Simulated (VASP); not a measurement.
Input:

```
CELL_PARAMETERS angstrom
      0.00000     2.61162     2.61162
      2.61162     0.00000     2.61162
      2.61162     2.61162     0.00000
ATOMIC_POSITIONS crystal
  Y  0.00000 0.00000 0.00000
  N  0.25000 0.25000 0.25000
```

Computed with PBEsol GGA, VASP's PBE PAW potentials (set 64) (plane waves; VASP). Numerical set-up: 520 eV cut-off, 8×8×8 Γ-centred mesh, Gaussian smearing of 0.050 eV, potentials Y_sv N.

Problem. Estimate the energy per atom (σ→0), band gap (on the k-mesh) with the smallest direct gap where there is one.

Solution. 
```json
{
  "band gap (on the k-mesh)": "2.02 eV",
  "smallest direct gap (on the k-mesh)": "2.14 eV",
  "energy per atom (σ→0)": "-9.256 eV/atom"
}
```

The structure was generated: YN was put into the zinc blende type (F-43m), which need not be its known phase. It was relaxed first, which changed the volume by -35 %. The start is the result of an earlier pass.
